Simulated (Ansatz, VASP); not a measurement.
# GaSb in two plane-wave programs, part 2 of 2

Aim: how closely do two programs agree when they are given the same cell, functional and k mesh? The cell is taken from a series of runs on this material, whose earlier steps may have relaxed, scaled, displaced or heated it; both programs get it as it stands.

VASP 6.6.1 and Ansatz 0.2.0.

So far: Set-up; VASP: zone-centre phonons, PBEsol.

### Step 2. VASP: zone-centre phonons, PBEsol (continued)

Level of this step: PBEsol; plane waves and PAW (Ga_d, Sb) (VASP).

Numbers of over 12 decimals in the logs are rounded to 6 here.

Parts of OUTCAR (step 2):

```text
ion  position               nearest neighbor table
   1  0.000  0.000  0.000-   2 2.68   2 2.68   2 2.68   2 2.68
   2  0.750  0.750  0.750-   1 2.68   1 2.68   1 2.68   1 2.68

  LATTYP: Found a trigonal (rhomboedric) cell.
 ALAT       =     4.3779512306
 COS(alpha) =     0.4997904483

 Subroutine GETGRP returns: Found  6 space group operations
 (whereof  6 operations were pure point group operations)

The static configuration has the point symmetry C_3v.

   k-points           NKPTS =   1728   k-points in BZ     NKDIM =   1728   number of bands    NBANDS=     15

   dimension x,y,z NGX =    32 NGY =   32 NGZ =   32
   dimension x,y,z NGXF=    64 NGYF=   64 NGZF=   64

   ENCUT  =  500.0 eV  36.75 Ry    6.06 a.u.   7.98  7.98  7.98*2*pi/ulx,y,z

   NELECT =      18.0000    total number of electrons

 k-points in reciprocal lattice and weights: Points of the shifted mesh
   0.04166667  0.04166667  0.04166667       0.001
   0.04166667  0.04166667  0.12500000       0.001
   0.04166667  0.04166667  0.20833333       0.001
   0.04166667  0.04166667  0.29166667       0.001
   0.04166667  0.04166667  0.37500000       0.001
   0.04166667  0.04166667  0.45833333       0.001
   0.04166667  0.04166667  0.54166667       0.001
   0.04166667  0.04166667  0.62500000       0.001
   0.04166667  0.04166667  0.70833333       0.001
[...]
0.95833333  0.95833333  0.87500000       0.001
   0.95833333  0.95833333  0.95833333       0.001

 average (electrostatic) potential at core
       1 -65.8535       2 -87.8230

  Total       -0.6578727     -0.6578727     -0.6578727      0.0002621      0.0002621      0.0002621
  in kB      -17.7589878    -17.7589878    -17.7589878      0.0070743      0.0070743      0.0070743
  external PRESSURE =     -17.7589878 kB  Pullay stress =       0.0000000 kB

  energy-cutoff  :      500.00
  volume of cell :       59.35
      direct lattice vectors                 reciprocal lattice vectors
    -0.000648671  3.095678969  3.095678969    -0.161464699  0.161498539  0.161498539
     3.095678969 -0.000648671  3.095678969     0.161498539 -0.161464699  0.161498539
     3.095678969  3.095678969 -0.000648671     0.161498539  0.161498539 -0.161464699

 POSITION                                       TOTAL-FORCE (eV/Angst)
 -----------------------------------------------------------------------------------
      0.00026      0.00026      0.00026        -0.000450     -0.000450     -0.000450
      4.64278      4.64278      4.64278         0.000450      0.000450      0.000450
 -----------------------------------------------------------------------------------
    total drift:                               -0.000024     -0.000024     -0.000024

 Eigenvectors and eigenvalues of the dynamical matrix
 ----------------------------------------------------

   1 f  =    6.340814 THz    39.840507 2PiTHz  211.506777 cm-1    26.223486 meV
             X         Y         Z           dx          dy          dz
      0.000256  0.000256  0.000256    -0.460813   -0.460813   -0.460813
      4.642776  4.642776  4.642776     0.347829    0.347829    0.347829

   2 f  =    6.335862 THz    39.809396 2PiTHz  211.341615 cm-1    26.203009 meV
             X         Y         Z           dx          dy          dz
      0.000256  0.000256  0.000256     0.278855    0.370671   -0.649526
      4.642776  4.642776  4.642776    -0.210486   -0.279791    0.490277

   3 f  =    6.335862 THz    39.809396 2PiTHz  211.341615 cm-1    26.203009 meV
             X         Y         Z           dx          dy          dz
      0.000256  0.000256  0.000256     0.589011   -0.536001   -0.053010
      4.642776  4.642776  4.642776    -0.444599    0.404586    0.040013

   4 f/i=    0.007775 THz     0.048852 2PiTHz    0.259347 cm-1     0.032155 meV
             X         Y         Z           dx          dy          dz
      0.000256  0.000256  0.000256    -0.318072   -0.165930    0.484001
      4.642776  4.642776  4.642776    -0.421385   -0.219826    0.641211

   5 f/i=    0.007775 THz     0.048852 2PiTHz    0.259347 cm-1     0.032155 meV
             X         Y         Z           dx          dy          dz
      0.000256  0.000256  0.000256     0.375238   -0.463077    0.087839
      4.642776  4.642776  4.642776     0.497120   -0.613490    0.116370

   6 f/i=    0.007818 THz     0.049119 2PiTHz    0.260767 cm-1     0.032331 meV
             X         Y         Z           dx          dy          dz
      0.000256  0.000256  0.000256     0.347829    0.347829    0.347829
      4.642776  4.642776  4.642776     0.460813    0.460813    0.460813

 ELASTIC MODULI CONTR FROM IONIC RELAXATION (kBar)
 Direction    XX          YY          ZZ          XY          YZ          ZX
 --------------------------------------------------------------------------------
 XX          -0.0040     -0.0010     -0.0010      0.1630      0.7213      0.0182
 YY          -0.0010     -0.0040     -0.0010      0.0182      0.1630      0.7213
 ZZ          -0.0010     -0.0010     -0.0040      0.7213      0.0182      0.1630
 XY           0.1630      0.0182      0.7213   -139.2725      1.5562      1.5562
 YZ           0.7213      0.1630      0.0182      1.5562   -139.2725      1.5562
 ZX           0.0182      0.7213      0.1630      1.5562      1.5562   -139.2725
 --------------------------------------------------------------------------------
```

### Step 3. Ansatz: zone-centre phonons, PBEsol

Ansatz runs on its PAW soft_1 files.

The same cell, functional, mesh and smearing now go to Ansatz, which takes its cutoff from its data sets.

input.yaml

```yaml
crystal:
  lattice:
    - [-0.0006486707, 3.0956789689, 3.0956789689]
    - [3.0956789689, -0.0006486707, 3.0956789689]
    - [3.0956789689, 3.0956789689, -0.0006486707]
  atoms:
    - { symbol: Ga, position: [4.12973e-05, 4.12973e-05, 4.12973e-05] }
    - { symbol: Sb, position: [0.7499587027, 0.7499587027, 0.7499587027] }
kpoints:
  mp_grid: { grid: [12, 12, 12], shift: [0.5, 0.5, 0.5] }
hamiltonian:
  xc: pbesol
  pseudopotentials: { kind: paw, azcp: { folder: soft_1 }, xc_functional: pbe }
scf:
  occupations: { method: gaussian, width: 0.015 }
output:
  eigenvalues: true
phonons:
  method: dfpt
```

Started as:

```sh
ansatz run input.yaml --threads 4 --pin off --max-ram 10240MiB --backend cpu --events-out ev --progress --plain --runs-dir out
```

Log:

```text
Engine: ansatz 0.2.0, x86_64-unknown-linux-gnu
Pseudopotentials: kind: paw
Pseudopotential: Ga, paw, valence charge 13, recommended cutoff 420 eV (normal), soft_1/Ga.paw.azcp
Pseudopotential: Sb, paw, valence charge 15, recommended cutoff 420 eV (normal), soft_1/Sb.paw.azcp
Functional definition: PBEsol
  exchange = pbesol_x
  correlation = pbesol_c
Crystal: 2 atoms, lattice volume = 59.352 Å³
Basis set: ecut = 420 eV, 1211 PW (Γ), exchange–correlation on 60×60×60 points (8 copies of the dense FFT grid, shifted against one another)
Bands: 18, of which v1, the nominal top of the filled ones, is band 14 counted from 1 (13 counted from 0)
Symmetry: 6 space group operations
k-points: 468 of 1728 (irreducible under 2 space group operations, time reversal used)
Non-local potential: Ga, projectors of the file, l = 0: 2, l = 1: 2, l = 2: 3, l = 3: 1
Non-local potential: Sb, projectors of the file, l = 0: 2, l = 1: 2, l = 2: 2, l = 3: 1
PAW form: soft (Blöchl's): semilocal exchange-correlation on the pseudo side does not see the compensation charge
PAW frozen core: Ga, regenerated for the run's functional, and the local potential with it (the file was generated under x = pbe(κ = 0.804, μ = 0.219515), c = pbe(β = 0.066725))
PAW frozen core: Sb, regenerated for the run's functional, and the local potential with it (the file was generated under x = pbe(κ = 0.804, μ = 0.219515), c = pbe(β = 0.066725))
PAW one-centre angular grid: Ga, 590 points (default); XC on 64 Gauss nodes
PAW one-centre angular grid: Sb, 590 points (default); XC on 64 Gauss nodes
Initial density: superposition of atomic densities (chi_scale 0.1, normalization cell, long waves kept (reshape's long-wave potential 0.00 eV rms))
Initial wavefunctions: pseudopotential atomic-orbital guess
Functional: x = pbesol(κ = 0.804, μ = 0.123457), c = pbesol(β = 0.046)
SCF iter   1: F=—  HF=-10151.687070 eV  |F-HF|=—  |Δ(HF+E_count)|=         —  Δρ=3.06e-2  dr2=3.94e-1  ethr=3.10e-3  ⟨swp⟩=6.1  Hψ=45218  notcnv=0
preconditioner: auto → none  [insulator: Δε(μ)=0.320 eV  Ē_g=14.567 eV  σ=0.015 eV  W_gap=1.00  n_scr=14 (ndim 8)  ℏωp=20.4 eV  f_vac=0.011  D(μ)=0.00/eV (n_scr^D=0)  ε∞_Penn≈3.0]
SCF iter   2: F=—  HF=-10151.612658 eV  |F-HF|=—  |Δ(HF+E_count)|=   7.44e-2  Δρ=1.39e-2  dr2=6.76e-2  ethr=1.41e-3  ⟨swp⟩=2.0  Hψ=14049  notcnv=0
SCF iter   3: F=—  HF=-10151.610673 eV  |F-HF|=—  |Δ(HF+E_count)|=   1.98e-3  Δρ=5.02e-3  dr2=1.51e-2  ethr=2.41e-4  ⟨swp⟩=2.4  Hψ=14716  notcnv=0
SCF iter   4: F=—  HF=-10151.603975 eV  |F-HF|=—  |Δ(HF+E_count)|=   6.70e-3  Δρ=7.54e-4  dr2=1.87e-4  ethr=5.38e-5  ⟨swp⟩=3.0  Hψ=16293  notcnv=0
SCF iter   5: F=—  HF=-10151.603962 eV  |F-HF|=—  |Δ(HF+E_count)|=   1.32e-5  Δρ=3.53e-4  dr2=2.65e-5  ethr=6.67e-7  ⟨swp⟩=2.0  Hψ=12636  notcnv=0
SCF iter   6: F=—  HF=-10151.603966 eV  |F-HF|=—  |Δ(HF+E_count)|=   3.42e-6  Δρ=3.04e-5  dr2=4.15e-7  ethr=9.48e-8  ⟨swp⟩=2.0  Hψ=14654  notcnv=0
SCF iter   7: F=—  HF=-10151.603966 eV  |F-HF|=—  |Δ(HF+E_count)|=   8.66e-7  Δρ=6.05e-6  dr2=1.88e-8  ethr=1.48e-9  ⟨swp⟩=2.0  Hψ=14976  notcnv=0
SCF iter   8: F=—  HF=-10151.603967 eV  |F-HF|=—  |Δ(HF+E_count)|=   2.21e-8  Δρ=8.67e-7  dr2=4.59e-10  ethr=6.70e-11  ⟨swp⟩=2.3  Hψ=12407  notcnv=0
SCF iter   9: F=-10151.603967 eV  HF=-10151.603967 eV  |F-HF|=1.09e-11  |Δ(HF+E_count)|=  4.20e-10  Δρ=1.50e-7  dr2=7.58e-12  ethr=1.00e-12  ⟨swp⟩=5.0  Hψ=46148  notcnv=0
SCF 1 converged in 9 iterations: F = -10151.603967 eV  dr2 = 7.58e-12
  greatest PAW one-centre occupation: 0.996 electrons in one spin orbital (limit 2), on the Sb atom at site 1 (counted from 0), in its partial waves of l = 2
DFPT response loops at Γ: preconditioner auto → none (the input reference at scf.mixing.eps_inf says where Resta's filter doesn't serve); β = 0.50; Broyden in place of MSR1
SCF converged after 9 iterations
Free energy (F): -10151.603967 eV
Harris-Foulkes:  -10151.603967 eV  (|F-HF|=1.09e-11)
Internal energy: -10151.603967 eV  (E = F + TS)
E sigma→0 (E₀):  -10151.603967 eV
Fermi energy:    7.341045 eV
--- Per-component energies (eV) ---
  E_band       = -272.258654
  E_kinetic    = 274.695975
  E_local      = -3429.227666  (includes V_loc(G=0)·N_el)
  E_nonlocal   = 299.299817
  E_hartree    = 1746.813382
  E_xc         = -159.921950
  E_vxc        = -145.458603  (∫ρ·V_xc dr)
  E_paw        = -6420.346256  (= ΣΔE_a)
  E_vpaw       = -765.194840  (= ΣTr[D̂ρ^β])
  E_aug_tail   = -0.000058  (compensation charges beyond the density's cutoff)
  E_ewald      = -2464.112044
  E_core_change = 1.194834  (= ΣΔE_core)
  E_smearing   = -0.000000  (= −TS)
  E_closure    = -0.000000  (closes the sum)
  Σ components = -10151.603967   (vs F -10151.603967, Δ=0.00e0)
--- Band table (eV; the first three rows and the last of 468) ---
  k-point 0: bands = [... 10 lower, -4.0276, 6.4615, 7.1814, 7.1814, 7.6040, 10.0344, 10.0344, 10.0364]
  k-point 1: bands = [... 10 lower, -3.9367, 5.5063, 6.8473, 7.1260, 8.1411, 10.1244, 10.1359, 10.5391]
  k-point 2: bands = [... 10 lower, -3.7149, 4.2403, 6.5030, 6.8891, 8.2201, 10.4432, 10.6005, 11.3319]
  k-point 467: bands = [... 10 lower, -2.5016, 1.0179, 5.9218, 6.0810, 7.7032, 10.8886, 11.0153, 13.6598]
--- Phonons (Γ-DFPT): 2 representative perturbations + reference, on 468 of 1728 k-points (Σ response iterations 6) ---
  k mesh reduced under 2 symmetry operations, with k and −k counted as one. Each operation leaves every solved perturbation unchanged. A smaller set is not used because it would not reduce the number of displacements times k-points to solve
  ASR residual: 2.223e-4 → 0.000e0 eV/Å²; symmetrization residual: 8.240e-6 eV/Å²
  ASR residual per site (eV/Å²): 2.22e-4 6.27e-5
  Γ frequencies (cm⁻¹): 0.00 0.00 0.00 209.77 209.77 209.94
  non-analytic LO–TO correction: not included (Born effective charges unavailable; polar crystals: no LO–TO splitting at Γ)
```

The column dr2 measures how far the density is from self-consistency, as an energy; F and HF (Harris–Foulkes) agree once it is small.

### Step 4. Differences

Known differences besides the potentials themselves: the data sets hold 28 valence electrons in Ansatz (on its PAW soft_1 files) and 18 in VASP; the cutoff is 420 eV in Ansatz and 500 eV in VASP; Ansatz makes its cores anew for this functional, VASP keeps those of its PBE data sets. Total energies have different zeros and are not compared.

Both answers:

```
                  quantity  Ansatz   VASP  difference
optical mode 1 to 2 (cm⁻¹)   209.8  211.3     -0.74 %
     optical mode 3 (cm⁻¹)   209.9  211.5     -0.74 %
```

Modes are paired by rising frequency, not by their patterns, so a pair may set unlike modes beside each other; they are those without the splitting of longitudinal modes.

### Step 5. What came out

| Item | Value |
| --- | --- |
| r.m.s. difference of the optical zone-centre modes, each program's sorted by frequency (zone-centre phonons, PBEsol) | 1.6 cm⁻¹ |
| difference in optical mode 1 to 2 (zone-centre phonons, PBEsol) | -0.7 % |

In words: The r.m.s. difference of the optical zone-centre modes, each program's sorted by frequency is 1.6 cm⁻¹ (zone-centre phonons, PBEsol). The data sets hold unlike numbers of valence electrons (28 in Ansatz and 18 in VASP), so part of the differences comes from the potentials. Among the rows given in per cent, the largest difference of the zone-centre phonons, PBEsol pair is in optical mode 1 to 2, -0.7 %. How closely two codes agree says nothing of how well the functional describes the real material.

[Lines on the potential files, build, host, timing and source positions are cut from VASP's logs without a mark.]

[Logs are printed without paths, hosts, clocks, repeated set-up lines and the standing remarks that a program may print on its own settings, such as how far it seeks lower states.]

[Hosts, paths, dates, database ids (printed as entryN), source tags and the programs' standing remarks are cut or masked in the printed files.]
